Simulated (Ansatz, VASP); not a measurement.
CsRu: VASP beside Ansatz

```
CELL_PARAMETERS angstrom
4.22074 0.00000 0.00000
0.00000 3.29757 0.00000
0.00000 0.00000 11.17618
ATOMIC_POSITIONS crystal
Cs 0.75000 0.00000 0.74468
Cs 0.25000 0.00000 0.25532
Ru 0.75000 0.50000 0.04214
Ru 0.25000 0.50000 0.95786
```

Alike in both runs: functional PBE; k mesh 4 × 6 × 4; occupations gaussian, width 0.1 eV; no spin polarisation.

Ansatz relaxed the structure, and its values are those at the end. VASP's run is a single point on that final structure, the one shown.

|  | VASP | Ansatz |
| --- | --- | --- |
| version | VASP 6.6.1 | Ansatz 0.2.0 |
| potentials or method | VASP PAW PBE potentials, release 64 (Cs_sv, Ru_pv) | scalar-relativistic, plane waves, PAW |
| plane-wave cutoff (eV) | 520 | 420 |
| valence electrons in the cell | 46 | 50 |

|  | VASP | Ansatz | Ansatz less VASP |
| --- | --- | --- | --- |
| gap on the k mesh at the Fermi level (eV) | none | none | - |
| pressure (GPa) | 0.2 | 0.0 | -0.21 |
| rms of the force components (eV/Å) | 0.016 | 0.006 | -0.0092 |

A gap of «none» marks a metal or a gap that the smearing closes. With one functional, cell and mesh, what is left measures potentials, basis and numerics. The two sets of potentials don't hold the same shells in valence.

Caveats: the k mesh is coarse (spacing up to 0.37 Å⁻¹), so the values aren't converged. Spin-orbit coupling is left out, which matters for the levels of Cs.
